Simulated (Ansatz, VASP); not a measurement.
# Cross-check of GaSb between VASP and Ansatz, part 3 of 3

One calculation is typed for both programs; each brings its own data sets. How far apart do they land? The cell is taken from a series of runs on this material, whose earlier steps may have relaxed, scaled, displaced or heated it; both programs get it as it stands.

VASP 6.6.1 and Ansatz 0.2.0.

So far: The structure; Ansatz: zone-centre phonons, LDA; VASP: zone-centre phonons, LDA.

## 3. VASP: zone-centre phonons, LDA (continued)

Level of this step: LDA; plane waves and PAW (Ga_d, Sb) (VASP).

Numbers of over 12 decimals in the logs are rounded to 6 here.

From OUTCAR (step 3):

```text
ion  position               nearest neighbor table
   1  0.999  0.999  0.999-   2 2.60   2 2.60   2 2.60   2 2.62
   2  0.751  0.751  0.751-   1 2.60   1 2.60   1 2.60   1 2.62

  LATTYP: Found a trigonal (rhomboedric) cell.
 ALAT       =     4.2768563030
 COS(alpha) =     0.5098313894

 Subroutine GETGRP returns: Found  6 space group operations
 (whereof  6 operations were pure point group operations)

The static configuration has the point symmetry C_3v.

   k-points           NKPTS =   1728   k-points in BZ     NKDIM =   1728   number of bands    NBANDS=     15

   dimension x,y,z NGX =    32 NGY =   32 NGZ =   32
   dimension x,y,z NGXF=    64 NGYF=   64 NGZF=   64

   ENCUT  =  500.0 eV  36.75 Ry    6.06 a.u.   7.80  7.80  7.80*2*pi/ulx,y,z

   NELECT =      18.0000    total number of electrons

 k-points in reciprocal lattice and weights: Points of the shifted mesh
   0.04166667  0.04166667  0.04166667       0.001
   0.04166667  0.04166667  0.12500000       0.001
   0.04166667  0.04166667  0.20833333       0.001
   0.04166667  0.04166667  0.29166667       0.001
   0.04166667  0.04166667  0.37500000       0.001
   0.04166667  0.04166667  0.45833333       0.001
   0.04166667  0.04166667  0.54166667       0.001
   0.04166667  0.04166667  0.62500000       0.001
   0.04166667  0.04166667  0.70833333       0.001
[...]
0.95833333  0.95833333  0.87500000       0.001
   0.95833333  0.95833333  0.95833333       0.001

 average (electrostatic) potential at core
       1 -66.4453       2 -88.1924

  Total        0.3750137      0.3750137      0.3750137     -0.1502924     -0.1502924     -0.1502924
  in kB       11.0255143     11.0255143     11.0255143     -4.4186402     -4.4186402     -4.4186402
  external PRESSURE =      11.0255143 kB  Pullay stress =       0.0000000 kB

  energy-cutoff  :      500.00
  volume of cell :       54.50
      direct lattice vectors                 reciprocal lattice vectors
     0.029806196  3.024120651  3.024120651    -0.167802000  0.166164260  0.166164260
     3.024120651  0.029806196  3.024120651     0.166164260 -0.167802000  0.166164260
     3.024120651  3.024120651  0.029806196     0.166164260  0.166164260 -0.167802000

 POSITION                                       TOTAL-FORCE (eV/Angst)
 -----------------------------------------------------------------------------------
      6.07361      6.07361      6.07361        -0.000907     -0.000907     -0.000907
      4.56297      4.56297      4.56297         0.000907      0.000907      0.000907
 -----------------------------------------------------------------------------------
    total drift:                               -0.000238     -0.000238     -0.000238

 Eigenvectors and eigenvalues of the dynamical matrix
 ----------------------------------------------------

   1 f  =    6.991694 THz    43.930107 2PiTHz  233.217799 cm-1    28.915309 meV
             X         Y         Z           dx          dy          dz
      6.073611  6.073611  6.073611     0.644127   -0.405727   -0.238400
      4.562972  4.562972  4.562972    -0.486930    0.306711    0.180219

   2 f  =    6.991694 THz    43.930107 2PiTHz  233.217799 cm-1    28.915309 meV
             X         Y         Z           dx          dy          dz
      6.073611  6.073611  6.073611     0.096607    0.509527   -0.606134
      4.562972  4.562972  4.562972    -0.073030   -0.385179    0.458209

   3 f  =    6.896577 THz    43.332472 2PiTHz  230.045053 cm-1    28.521939 meV
             X         Y         Z           dx          dy          dz
      6.073611  6.073611  6.073611     0.460198    0.460198    0.460198
      4.562972  4.562972  4.562972    -0.348642   -0.348642   -0.348642

   4 f/i=    0.003553 THz     0.022326 2PiTHz    0.118524 cm-1     0.014695 meV
             X         Y         Z           dx          dy          dz
      6.073611  6.073611  6.073611     0.096988   -0.466550    0.369561
      4.562972  4.562972  4.562972     0.128299   -0.617168    0.488868

   5 f/i=    0.003553 THz     0.022326 2PiTHz    0.118524 cm-1     0.014695 meV
             X         Y         Z           dx          dy          dz
      6.073611  6.073611  6.073611    -0.482729    0.157370    0.325359
      4.562972  4.562972  4.562972    -0.638570    0.208175    0.430396

   6 f/i=    0.003684 THz     0.023150 2PiTHz    0.122901 cm-1     0.015238 meV
             X         Y         Z           dx          dy          dz
      6.073611  6.073611  6.073611     0.348642    0.348642    0.348642
      4.562972  4.562972  4.562972     0.460198    0.460198    0.460198

 ELASTIC MODULI CONTR FROM IONIC RELAXATION (kBar)
 Direction    XX          YY          ZZ          XY          YZ          ZX
 --------------------------------------------------------------------------------
 XX          -0.5076     -0.4044     -0.4044      4.3688      8.9533      3.5137
 YY          -0.4044     -0.5076     -0.4044      3.5137      4.3688      8.9533
 ZZ          -0.4044     -0.4044     -0.5076      8.9533      3.5137      4.3688
 XY           4.3688      3.5137      8.9533   -237.4574     11.0691     11.0691
 YZ           8.9533      4.3688      3.5137     11.0691   -237.4574     11.0691
 ZX           3.5137      8.9533      4.3688     11.0691     11.0691   -237.4574
 --------------------------------------------------------------------------------
```

## 4. Differences

Known differences besides the potentials themselves: the two LDA forms differ slightly; the data sets hold 28 valence electrons in Ansatz (on its PAW soft_1 files) and 18 in VASP; the cutoff is 420 eV in Ansatz and 500 eV in VASP; VASP's log shows a relativistic correction to its local exchange, Ansatz's none. Total energies have different zeros and are not compared.

The two programs side by side:

```tsv
quantity	Ansatz	VASP	difference
optical mode 1 (cm⁻¹)	228.2	230.0	-0.80 %
optical mode 2 to 3 (cm⁻¹)	231.1	233.2	-0.91 %
```

Modes are paired by rising frequency, not by their patterns, so a pair may set unlike modes beside each other; they are those without the splitting of longitudinal modes.

## 5. Summary of results

* r.m.s. difference of the optical zone-centre modes, each program's sorted by frequency (zone-centre phonons, LDA): 2.0 cm⁻¹
* difference in optical mode 2 to 3 (zone-centre phonons, LDA): -0.9 %

In words: The r.m.s. difference of the optical zone-centre modes, each program's sorted by frequency is 2.0 cm⁻¹ (zone-centre phonons, LDA). The data sets hold unlike numbers of valence electrons (28 in Ansatz and 18 in VASP), so part of the differences comes from the potentials. Among the rows given in per cent, the largest difference of the zone-centre phonons, LDA pair is in optical mode 2 to 3, -0.9 %. Such differences can come from data sets, numerical settings and the points named under the comparisons, not from the functional's error against experiment.

[Lines on the potential files, build, host, timing and source positions are cut from VASP's logs without a mark.]

[Logs are printed without paths, hosts, clocks, repeated set-up lines and the standing remarks that a program may print on its own settings, such as how far it seeks lower states.]

[Hosts, paths, dates, database ids (printed as entryN), source tags and the programs' standing remarks are cut or masked in the printed files.]
